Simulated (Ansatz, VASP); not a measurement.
## CuTe: VASP beside Ansatz

```
Cu Te
1.0
     3.10000    0.00000    0.00000
     0.00000    4.02000    0.00000
     0.00000    0.00000    6.86000
Cu Te
2 2
Direct
  0.00000 0.50000 0.44900
  0.50000 0.00000 0.55100
  0.00000 0.00000 0.22300
  0.50000 0.50000 0.77700
```

Alike in both runs: task single point; functional LDA; k mesh 6 × 5 × 3; occupations gaussian, width 0.05 eV; collinear spin; Hubbard terms Cu d U = 8.0 eV, J = 0.9 eV.

```csv
,VASP,Ansatz
version,VASP 6.6.1,Ansatz 0.2.0
potentials or method,"VASP PAW LDA potentials, release 64 (Cu, Te)","scalar-relativistic, plane waves, PAW"
plane-wave cutoff (eV),520,420
valence electrons in the cell,34,70
```

```csv
,VASP,Ansatz,Ansatz less VASP
gap on the k mesh at the Fermi level (eV),none,none,-
pressure (GPa),-1.8,-0.1,+1.74
largest component of the traceless stress (GPa),0.23,0.91,+0.686
rms of the force components (eV/Å),0.133,0.131,-0.0018
net moment per atom (μB),0.00,0.00,0.000
```

The programs project onto different local orbitals, so the same U acts differently. Atom by atom the forces differ by 0.133 eV/Å (rms over components). A gap of «none» marks a metal or a gap that the smearing closes. The two sets of potentials don't hold the same shells in valence. Ansatz warned: «filled_band_counts_differ_across_k_points».

Caveats: the U is typed as a test and isn't derived for this compound. The state reached can hang on the start; a lower one may exist. The runs have no spin-orbit coupling, so splittings on Te are missing.
